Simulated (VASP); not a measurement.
# Sr2B2C (P4/mmm) in VASP: further runs

Runs on Sr2B2C. Level: PBE. Tasks: single point, relaxation of cell and atoms.

All numbers are computed with VASP 6.6.1; they aren't measurements. Logs are shortened: lines on timing, memory, paths and dates and some standing lists are left out, and cuts for length are marked.

### Step 1. The cell of the first run

The structure is tetragonal, space group P4/mmm (No. 123). The conventional cell has a = 4.533 Å, b = 4.533 Å, c = 6.400 Å, α = 90.00°, β = 90.00°, γ = 90.00°. Sr (site symmetry 4/mmm) has 4 B at 2.27 Å as nearest neighbours. Around Sr (site symmetry 4/mmm) lie 2 Sr at 3.20 Å. B (site symmetry mmm) has 2 Sr at 2.27 Å and 2 C at 2.27 Å as nearest neighbours. Around C (site symmetry 4/mmm) lie 4 B at 2.27 Å.

The cell was built by a generator and needn't be a form met in nature.

### Step 2. Single point, PBE (random cell by space group and Wyckoff sites (P4/mmm, No. 123))

File INCAR:

```
  PREC = Accurate
  ENCUT = 520
  EDIFF = 1E-7
  ISMEAR = 0
  SIGMA = 0.1
  LREAL = False
  LASPH = True
  NELM = 100
  ALGO = Fast
  ISIF = 2
  LWAVE = False
  LCHARG = True
  GGA = PE
  LELF = True
  LVHAR = True
  NBANDS = 23
```

File KPOINTS:

```
regular mesh
0
Gamma
  4 4 4
```

File POSCAR:

```
Sr2B2C
1.0
    4.5334818228      0.0000000000      0.0000000000
    0.0000000000      4.5334818228      0.0000000000
    0.0000000000      0.0000000000      6.3996473652
Sr B C
2 2 1
Direct
    0.0000000000      0.0000000000      0.0000000000
    0.0000000000      0.0000000000      0.5000000000
    0.5000000000      0.0000000000      0.0000000000
    0.0000000000      0.5000000000      0.0000000000
    0.5000000000      0.5000000000      0.0000000000
```

Potentials or basis: VASP PAW PBE potentials, release 64 (Sr_sv, B, C).

Launch:

```console
> cat potpaw_PBE.64/Sr_sv/POTCAR potpaw_PBE.64/B/POTCAR potpaw_PBE.64/C/POTCAR > POTCAR
> mpirun -np 1 vasp_std > vasp.out
```

OUTCAR:

```text
PREC = Accurate
   ENCUT = 520
   EDIFF = 1E-7
   ISMEAR = 0
   LREAL = False
   LASPH = True
   NELM = 100
   ISIF = 2
   GGA = PE

 ion  position               nearest neighbor table
   1  0.000  0.000  0.000-   3 2.27   4 2.27   4 2.27   3 2.27   2 3.20   2 3.20   5 3.21   5 3.21
                             5 3.21   5 3.21
   2  0.000  0.000  0.500-   1 3.20   1 3.20
   3  0.500  0.000  0.000-   1 2.27   1 2.27
   4  0.000  0.500  0.000-   1 2.27   1 2.27
   5  0.500  0.500  0.000-   1 3.21   1 3.21   1 3.21   1 3.21

  LATTYP: Found a simple tetragonal cell.
 ALAT       =     4.5334818228
 C/A-ratio  =     1.4116406805

  Lattice vectors:

 A1 = (   4.5334818228,   0.0000000000,   0.0000000000)
 A2 = (   0.0000000000,   4.5334818228,   0.0000000000)
 A3 = (   0.0000000000,   0.0000000000,   6.3996473652)

Analysis of symmetry for initial positions (statically):
=====================================================================
 Subroutine PRICEL returns:
 Original cell was already a primitive cell.

 Routine SETGRP: Setting up the symmetry group for a
 simple tetragonal supercell.

 Subroutine GETGRP returns: Found 16 space group operations
 (whereof 16 operations were pure point group operations)
 out of a pool of 16 trial point group operations.

The static configuration has the point symmetry D_4h.

Analysis of symmetry for dynamics (positions and initial velocities):
=====================================================================
 Subroutine PRICEL returns:
 Original cell was already a primitive cell.

 Routine SETGRP: Setting up the symmetry group for a
 simple tetragonal supercell.

 Subroutine GETGRP returns: Found 16 space group operations
 (whereof 16 operations were pure point group operations)
 out of a pool of 16 trial point group operations.

The dynamic configuration has the point symmetry D_4h.

 Subroutine INISYM returns: Found 16 space group operations
 (whereof 16 operations are pure point group operations),
 and found     1 'primitive' translations

----------------------------------------------------------------------------------------

                                     Primitive cell

  volume of cell :     131.5285

  direct lattice vectors                    reciprocal lattice vectors
     4.533481823  0.000000000  0.000000000     0.220581010  0.000000000  0.000000000
     0.000000000  4.533481823  0.000000000     0.000000000  0.220581010  0.000000000
     0.000000000  0.000000000  6.399647365     0.000000000  0.000000000  0.156258610

  length of vectors
     4.533481823  4.533481823  6.399647365     0.220581010  0.220581010  0.156258610

  position of ions in fractional coordinates (direct lattice)
     0.000000000  0.000000000  0.000000000
     0.000000000  0.000000000  0.500000000
     0.500000000  0.000000000  0.000000000
     0.000000000  0.500000000  0.000000000
     0.500000000  0.500000000  0.000000000

  ion indices of the primitive-cell ions
   primitive index   ion index
                 1           1
                 2           2
                 3           3
                 4           4
                 5           5

----------------------------------------------------------------------------------------

 KPOINTS: regular mesh

Automatic generation of k-mesh.
 Grid dimensions read from file:
 generate k-points for:    4    4    4

 Generating k-lattice:

  Cartesian coordinates                     Fractional coordinates (reciprocal lattice)
     0.055145253  0.000000000  0.000000000     0.250000000  0.000000000  0.000000000
     0.000000000  0.055145253  0.000000000     0.000000000  0.250000000  0.000000000
     0.000000000  0.000000000  0.039064652     0.000000000  0.000000000  0.250000000

  Length of vectors
     0.055145253  0.055145253  0.039064652

  Shift w.r.t. Gamma in fractional coordinates (k-lattice)
     0.000000000  0.000000000  0.000000000

 Subroutine IBZKPT returns following result:
 ===========================================

 Found     18 irreducible k-points:

 Following reciprocal coordinates:
            Coordinates               Weight
  0.000000  0.000000  0.000000      1.000000
  0.250000  0.000000  0.000000      4.000000
  0.500000  0.000000  0.000000      2.000000
  0.250000  0.250000  0.000000      4.000000
  0.500000  0.250000  0.000000      4.000000
  0.500000  0.500000  0.000000      1.000000
[... 10 lines left out ...]
  0.500000  0.250000  0.500000      4.000000
  0.500000  0.500000  0.500000      1.000000
   k-points           NKPTS =     18   k-points in BZ     NKDIM =     18   number of bands    NBANDS=     23
   number of dos      NEDOS =    301   number of ions     NIONS =      5
   total plane-waves  NPLWV =  62208
   dimension x,y,z NGX =    36 NGY =   36 NGZ =   48
   dimension x,y,z NGXF=    72 NGYF=   72 NGZF=   96
   ions per type =               2   2   1
   NGX,Y,Z   is equivalent  to a cutoff of  13.20, 13.20, 12.47 a.u.
   NGXF,Y,Z  is equivalent  to a cutoff of  26.40, 26.40, 24.94 a.u.
 SYSTEM =  unknown system
   PREC   = accura    normal or accurate (medium, high low for compatibility)
   ISTART =      0    job   : 0-new  1-cont  2-samecut
   ICHARG =      2    charge: 1-file 2-atom 10-const
   ISPIN  =      1    spin polarized calculation?
   LNONCOLLINEAR =      F non collinear calculations
   LSORBIT =      F    spin-orbit coupling
   LASPH  =      T    aspherical Exc in radial PAW
   ENCUT  =  520.0 eV  38.22 Ry    6.18 a.u.   8.43  8.43 11.90*2*pi/ulx,y,z
   NELM   =    100;   NELMIN=  2; NELMDL= -5     # of ELM steps
   EDIFF  = 0.1E-06   stopping-criterion for ELM
   LREAL  =      F    real-space projection
   EDIFFG = 0.1E-05   stopping-criterion for IOM
   NSW    =      0    number of steps for IOM
   IBRION =     -1    ionic relax: 0-MD 1-quasi-New 2-CG
   NFREE  =      0    steps in history (QN), initial steepest desc. (CG)
   ISIF   =      2    stress and relaxation
   ISYM   =      2    0-nonsym 1-usesym 2-fastsym
   POTIM  = 0.5000    time-step for ionic-motion
   TEBEG  =    0.0;   TEEND  =   0.0 temperature during run
   PSTRESS=    0.0 pullay stress
   NELECT =      30.0000    total number of electrons
   NUPDOWN=      -1.0000    fix difference up-down
   EMIN   =  10.00;   EMAX   =-10.00  energy-range for DOS
   EFERMI =   0.00;   METHOD = LEGACY
   ISMEAR =     0;   SIGMA  =   0.10  broadening in eV -4-tet -1-fermi 0-gaus
   EFERMI_NEDOS =   21; number of points for ismear=-14 and -15
   IALGO  =     68    algorithm
   IMIX   =      4    mixing-type and parameters
     AMIX     =   0.40;   BMIX     =  1.00
     AMIX_MAG =   1.60;   BMIX_MAG =  1.00
  volume/ion in A,a.u.               =      26.31       177.52
  Fermi-wavevector in a.u.,A,eV,Ry     =   1.000250  1.890199 13.612635  1.000500
  Thomas-Fermi vector in A             =   2.132594
   LORBIT       =      0    0 simple, 1 ext, 2 COOP (PROOUT), +10 PAW based schemes
   GGA     = PE    functional components
   LHFCALC =     F    Hartree Fock is set to
   AEXX    =    0.0000 exact exchange contribution
   IVDW    =     0    specifies the selected vdW correction
   LEPSILON=     F    determine dielectric tensor
   LRPA    =     F    only Hartree local field effects (RPA)
 non-spin polarized calculation
 RMM-DIIS sequential band-by-band and
 Gauss-broadening in eV      SIGMA  =   0.10
  energy-cutoff  :      520.00
  volume of cell :      131.53
 maximum number of plane-waves:      3563
 NGX is ok and might be reduce to    36
   NGX = 17   NGY = 17   NGZ = 23

 number of electron      29.9999999 magnetization

 Free energy of the ion-electron system (eV)
  ---------------------------------------------------
  ext. energy  EPLUGINS =         0.00000000
  ---------------------------------------------------
  free energy    TOTEN  =       -13.30872365 eV

  energy without entropy =      -13.29907058  energy(sigma->0) =      -13.30389711

 E-fermi :   1.5590     XC(G=0):  -8.0785

 val. band max:        1.5396366757   @ k =   0.2500   0.0000   0.0000
 cond. band min:       1.6792263635   @ k =   0.5000   0.2500   0.0000
 fundamental gap:      0.1395896877
 Fermi energy:         1.5590155716

 k-point     1 :       0.0000    0.0000    0.0000
  band No.  band energies     occupation
      1     -35.8246      2.00000
      2     -32.8443      2.00000
      3     -18.0404      2.00000
      4     -17.6888      2.00000
      5     -17.6888      2.00000
      6     -15.3316      2.00000
[... 15 lines left out ...]
     22       5.3866      0.00000
     23       5.8121      0.00000

 k-point     2 :       0.2500    0.0000    0.0000
  band No.  band energies     occupation
      1     -35.8237      2.00000
      2     -32.8437      2.00000
      3     -18.0373      2.00000
      4     -17.7132      2.00000
      5     -17.6869      2.00000
      6     -15.4070      2.00000
[... 15 lines left out ...]
     22       4.8848      0.00000
     23       4.9730      0.00000

 k-point     3 :       0.5000    0.0000    0.0000
  band No.  band energies     occupation
      1     -35.8228      2.00000
      2     -32.8430      2.00000
      3     -18.0343      2.00000
      4     -17.7375      2.00000
      5     -17.6851      2.00000
      6     -15.4791      2.00000
[... 15 lines left out ...]
     22       4.8757      0.00000
     23       5.4783      0.00000

 k-point     4 :       0.2500    0.2500    0.0000
  band No.  band energies     occupation
      1     -35.8228      2.00000
      2     -32.8430      2.00000
      3     -18.0343      2.00000
      4     -17.7114      2.00000
      5     -17.7108      2.00000
      6     -15.3980      2.00000
[... 15 lines left out ...]
     22       4.0871      0.00000
     23       4.5331      0.00000

 k-point     5 :       0.5000    0.2500    0.0000
  band No.  band energies     occupation
      1     -35.8219      2.00000
      2     -32.8424      2.00000
      3     -18.0313      2.00000
      4     -17.7351      2.00000
      5     -17.7089      2.00000
      6     -15.4581      2.00000
[... 15 lines left out ...]
     22       4.7913      0.00000
     23       4.9232      0.00000

 k-point     6 :       0.5000    0.5000    0.0000
  band No.  band energies     occupation
      1     -35.8211      2.00000
      2     -32.8418      2.00000
      3     -18.0284      2.00000
      4     -17.7326      2.00000
      5     -17.7326      2.00000
      6     -15.4369      2.00000
[... 15 lines left out ...]
     22       5.0319      0.00000
     23       5.0913      0.00000

 k-point     7 :       0.0000    0.0000    0.2500
  band No.  band energies     occupation
      1     -35.8240      2.00000
      2     -32.8459      2.00000
      3     -17.9829      2.00000
      4     -17.6878      2.00000
      5     -17.6878      2.00000
      6     -15.3338      2.00000
[... 197 lines left out ...]
     22       4.4613      0.00000
     23       5.0160      0.00000

 k-point    15 :       0.5000    0.0000    0.5000
  band No.  band energies     occupation
      1     -35.8216      2.00000
      2     -32.8462      2.00000
      3     -17.9172      2.00000
      4     -17.7346      2.00000
      5     -17.6830      2.00000
      6     -15.4850      2.00000
[... 15 lines left out ...]
     22       5.2564      0.00000
     23       5.5385      0.00000

 k-point    16 :       0.2500    0.2500    0.5000
  band No.  band energies     occupation
      1     -35.8216      2.00000
      2     -32.8462      2.00000
      3     -17.9172      2.00000
      4     -17.7090      2.00000
      5     -17.7084      2.00000
      6     -15.4031      2.00000
[... 15 lines left out ...]
     22       4.3538      0.00000
     23       6.7268      0.00000

 k-point    17 :       0.5000    0.2500    0.5000
  band No.  band energies     occupation
      1     -35.8207      2.00000
      2     -32.8456      2.00000
      3     -17.9150      2.00000
      4     -17.7323      2.00000
      5     -17.7066      2.00000
      6     -15.4638      2.00000
[... 15 lines left out ...]
     22       4.7376      0.00000
     23       4.7755      0.00000

 k-point    18 :       0.5000    0.5000    0.5000
  band No.  band energies     occupation
      1     -35.8199      2.00000
      2     -32.8450      2.00000
      3     -17.9128      2.00000
      4     -17.7300      2.00000
      5     -17.7300      2.00000
      6     -15.4424      2.00000
[... 15 lines left out ...]
     22       4.7671      0.00000
     23       5.0337      0.00000

------------------------ aborting loop because EDIFF is reached ----------------------------------------

  FORCE on cell =-STRESS in cart. coord.  units (eV):
  Direction    XX          YY          ZZ          XY          YZ          ZX
  --------------------------------------------------------------------------------------
  -------------------------------------------------------------------------------------
  Total        0.3670717      0.3670717      0.2887248      0.0000000      0.0000000      0.0000000
  in kB        4.4713806      4.4713806      3.5170197      0.0000000      0.0000000      0.0000000
  external PRESSURE =       4.1532603 kB  Pullay stress =       0.0000000 kB

 VOLUME and BASIS-vectors are now :
 -----------------------------------------------------------------------------
  energy-cutoff  :      520.00
  volume of cell :      131.53
      direct lattice vectors                 reciprocal lattice vectors
     4.533481823  0.000000000  0.000000000     0.220581010  0.000000000  0.000000000
     0.000000000  4.533481823  0.000000000     0.000000000  0.220581010  0.000000000
     0.000000000  0.000000000  6.399647365     0.000000000  0.000000000  0.156258610

 POSITION                                       TOTAL-FORCE (eV/Angst)
 -----------------------------------------------------------------------------------
      0.00000      0.00000      0.00000         0.000000      0.000000      0.000000
      0.00000      0.00000      3.19982         0.000000      0.000000      0.000000
      2.26674      0.00000      0.00000         0.000000      0.000000      0.000000
      0.00000      2.26674      0.00000         0.000000      0.000000      0.000000
      2.26674      2.26674      0.00000         0.000000      0.000000      0.000000
 -----------------------------------------------------------------------------------
    total drift:                                0.000000      0.000000     -0.000000

  FREE ENERGIE OF THE ION-ELECTRON SYSTEM (eV)
  ---------------------------------------------------
  free  energy   TOTEN  =       -13.3087236516 eV

  energy  without entropy=      -13.2990705764  energy(sigma->0) =      -13.30389711
```

Run time: 76 s. Hardware: 1 thread of Intel Xeon Platinum 8488C (Sapphire Rapids), shared host; peak memory 0.26 GiB.

Results:

- Free energy: -13.3087 eV
- Pressure: 0.4 GPa
- Band gap on the k mesh: none (metal or under the smearing width)

Stress tensor (GPa, compression positive):
```
0.45 0.00 0.00
0.00 0.45 0.00
0.00 0.00 0.35
```

### Step 3. Relaxation of cell and atoms, PBE (random cell by space group and Wyckoff sites (P4/mmm, No. 123))

File INCAR:

```
SYSTEM = Sr2B2C
PREC = Accurate ; ENCUT = 600
EDIFF = 1E-7 ; ISMEAR = 0
SIGMA = 0.1 ; LREAL = .False.
LASPH = .True. ; NELM = 100
ALGO = Normal ; ISIF = 3
LWAVE = .False. ; LCHARG = .False.
GGA = PE ; IBRION = 2
NSW = 90 ; EDIFFG = -0.04
```

File KPOINTS:

```
regular mesh
0
Gamma
  4 4 4
  0 0 0
```

POSCAR: that of step 2 with these lines changed.

```diff
@@ -2,5 +2,5 @@
 1.0
-    4.5334818228      0.0000000000      0.0000000000
-    0.0000000000      4.5334818228      0.0000000000
-    0.0000000000      0.0000000000      6.3996473652
+    3.7890309600      0.0000000000      0.0000000000
+    0.0000000000      3.7890309600      0.0000000000
+    0.0000000000      0.0000000000      5.2466718300
 Sr B C
```

Potentials or basis: VASP PAW PBE potentials, release 64 (Sr_sv, B, C).

Launch:

```console
> cat potpaw_PBE.64/Sr_sv/POTCAR potpaw_PBE.64/B/POTCAR potpaw_PBE.64/C/POTCAR > POTCAR
> mpirun -np 1 vasp_std > vasp.out
```

It took 4.4 min on 1 thread of Intel Xeon Platinum 8259CL at 2.50GHz (Skylake/Cascade Lake), shared host; peak memory 0.21 GiB.

Results (log left out):

- Free energy: -13.2895 eV
- Relaxed volume: 26.58 Å³/atom
- Relaxed cell: a = 4.546 Å, b = 4.546 Å, c = 6.430 Å, α = 90.00°, β = 90.00°, γ = 90.00°
- Space group after relaxing (to 0.05 Å): P4/mmm (No. 123)
- Energy gained by relaxing: 646.8 meV/atom
- Ionic steps: 9
- Pressure after relaxing: 0.1 GPa
- Band gap on the k mesh: none (metal or under the smearing width)

Step by step:
| step | energy change (eV) | largest force (eV/Å) | pressure (GPa) | volume (Å³) |
| --- | --- | --- | --- | --- |
| 1 | 0.0000 | 0.0000 | 30.27 | 75.33 |
| 2 | -2.9467 | 0.0000 | 4.74 | 110.78 |
| 3 | -3.1694 | 0.0000 | 1.33 | 123.08 |
| 4 | -3.1911 | 0.0000 | 0.21 | 128.34 |
| 5 | -3.1909 | 0.0000 | -0.03 | 129.60 |
| 6 | -3.2152 | 0.0000 | 0.08 | 130.28 |
| 7 | -3.2320 | 0.0000 | 0.34 | 131.48 |
| 8 | -3.2322 | 0.0000 | 0.31 | 131.37 |
| 9 | -3.2339 | 0.0000 | 0.07 | 132.89 |

Final structure:
```
CELL_PARAMETERS angstrom
4.54627 0.00000 0.00000
0.00000 4.54627 0.00000
0.00000 0.00000 6.42975
ATOMIC_POSITIONS crystal
Sr 0.00000 0.00000 0.00000
Sr 0.00000 0.00000 0.50000
B 0.50000 0.00000 0.00000
B 0.00000 0.50000 0.00000
C 0.50000 0.50000 0.00000
```

Levels at points of the mesh, in eV from the Fermi level:
```
           k point  band 13  band 14  band 15  band 16  band 17  band 18
(0.00, 0.00, 0.00)    -2.52    -1.91    -1.06     0.87     1.56     1.69
(0.50, 0.00, 0.00)    -2.13    -0.96    -0.21     0.38     1.20     1.36
(0.50, 0.50, 0.00)    -1.17    -1.06    -0.61    -0.26     0.53     1.04
(0.00, 0.00, 0.50)    -2.53    -2.53     0.51     0.51     2.08     2.20
(0.50, 0.00, 0.50)    -2.10    -0.92    -0.85     1.61     1.89     2.06
(0.50, 0.50, 0.50)    -0.90    -0.90    -0.63    -0.60     1.82     1.92
```

Caveat: the k mesh is coarse (spacing up to 0.41 Å⁻¹), so the values aren't converged; the volume moved by over 15 % at a fixed basis, so the end points are rough.
